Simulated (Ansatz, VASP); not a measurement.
## One calculation of TaRu, two programs

The input INCAR:

```
SYSTEM = TaRu
ALGO = Normal
EDIFF = 1E-8
ENCUT = 520
ISIF = 2
ISMEAR = -1
LASPH = .True.
LCHARG = .False.
LEFG = .True.
LREAL = .False.
LWAVE = .False.
NBANDS = 20
NELM = 60
PREC = Accurate
SIGMA = 0.05
```

File KPOINTS:

```
k-points
0
Gamma
  11 11 11
  0 0 0
```

File POSCAR:

```
TaRu
1.0
    3.1788420000      0.0000000000      0.0000000000
    0.0000000000      3.1788420000      0.0000000000
    0.0000000000      0.0000000000      3.1788420000
Ta Ru
1 1
Direct
    0.5000000000      0.5000000000      0.5000000000
    0.0000000000      0.0000000000      0.0000000000
```

Input for Ansatz:

```yaml
crystal:
  lattice:
    - [3.178842, 0.0, 0.0]
    - [0.0, 3.178842, 0.0]
    - [0.0, 0.0, 3.178842]
  atoms:
    - { symbol: Ta, position: [0.5, 0.5, 0.5] }
    - { symbol: Ru, position: [0.0, 0.0, 0.0] }
kpoints:
  mp_grid: { grid: [11, 11, 11] }
  band_path:
    path:
      - [0.0, 0.0, 0.0]
      - [0.0, 0.5, 0.0]
      - [0.5, 0.5, 0.0]
      - [0.0, 0.0, 0.0]
      - [0.5, 0.5, 0.5]
      - [0.0, 0.5, 0.0]
      - [0.5, 0.5, 0.5]
      - [0.5, 0.5, 0.0]
    npoints: 6
scf:
  occupations: { method: fermi_dirac, width: 0.05 }
hamiltonian:
  xc: lda
  pseudopotentials: { kind: paw }
output:
  forces: true
  stress: true
  eigenvalues: true
  efg: { contact_densities: true }
  populations: true
```

Change from the starting cell: volume scaled by 1, PAW files.

Alike in both runs: task electric field gradients; functional LDA; k mesh 11 × 11 × 11; occupations fermi-dirac, width 0.05 eV; no spin polarisation.

|  | VASP | Ansatz |
| --- | --- | --- |
| version | VASP 6.6.1 | Ansatz 0.2.0 |
| potentials or method | VASP PAW LDA potentials, release 64 (Ta_pv, Ru_pv) | PAW with Ansatz's default frozen-core files, scalar-relativistic |
| plane-wave cutoff (eV) | 520 | 420 |
| valence electrons in the cell | 25 | 29 |

|  | VASP | Ansatz | Ansatz less VASP |
| --- | --- | --- | --- |
| pressure (GPa) | -13.7 | -14.5 | -0.83 |
| Vzz of the field gradient on the site that differs most (V/Å²) | 0.0 | 0.0 | 0.00 |

The two sets of potentials don't hold the same shells in valence. Ansatz warned: «gradients_without_spin_orbit».

Spin-orbit coupling is left out, which matters for the levels of Ta.
